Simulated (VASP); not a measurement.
Data:

```xyz
8
Lattice="6.2700 0.0000 0.0000 -3.1350 5.4300 0.0000 0.0000 0.0000 5.8200" Properties=species:S:1:pos:R:3 pbc="T T T"
Cl     1.9750     0.0000     1.4550
Cl     0.9875     1.7104     4.3650
Cl    -0.9875     1.7104     1.4550
Cl     4.2950     0.0000     4.3650
Cl     2.1475     3.7195     1.4550
Cl    -2.1475     3.7195     4.3650
Ti     0.0000     0.0000     0.0000
Ti     0.0000     0.0000     2.9100
```

All values below come from PBEsol GGA, VASP's PBE PAW potentials (set 64) (plane waves; VASP). Settings: 300 eV cut-off, 4×4×4 Γ-centred mesh, Fermi-Dirac smearing of 0.050 eV, potentials Cl Ti_sv.

### Question
Give the energies of bands 25 to 38 at the high-symmetry points, in eV from the Fermi level.

### Answer

| band | Γ | M | K | A | L | H |
|---|---|---|---|---|---|---|
| 25 | -4.37 | -4.32 | -4.32 | -4.54 | -4.35 | -4.36 |
| 26 | -4.25 | -4.31 | -4.06 | -4.54 | -4.35 | -4.36 |
| 27 | -3.90 | -4.29 | -4.06 | -3.81 | -3.45 | -3.38 |
| 28 | -3.90 | -3.85 | -3.64 | -3.81 | -3.45 | -3.38 |
| 29 | -3.30 | -3.36 | -3.64 | -3.05 | -3.32 | -3.38 |
| 30 | -2.94 | -3.25 | -3.33 | -3.05 | -3.32 | -3.38 |
| 31 | -2.90 | -3.14 | -3.19 | -3.05 | -3.08 | -3.01 |
| 32 | -2.90 | -2.73 | -2.66 | -3.05 | -3.08 | -3.01 |
| 33 | -1.15 | -1.23 | -1.26 | 0.13 | 0.08 | 0.11 |
| 34 | 0.24 | 0.01 | 0.12 | 0.13 | 0.08 | 0.11 |
| 35 | 0.24 | 0.22 | 0.12 | 0.17 | 0.15 | 0.11 |
| 36 | 0.30 | 0.23 | 0.22 | 0.17 | 0.15 | 0.11 |
| 37 | 0.30 | 0.27 | 0.22 | 0.17 | 0.21 | 0.20 |
| 38 | 1.23 | 1.29 | 1.46 | 0.17 | 0.21 | 0.20 |

It has no gap at this level: it comes out as a metal or semimetal.

The structure comes from a measured TiCl3 entry of the Crystallography Open Database, whose conditions weren't checked. The cell was not relaxed at this level.
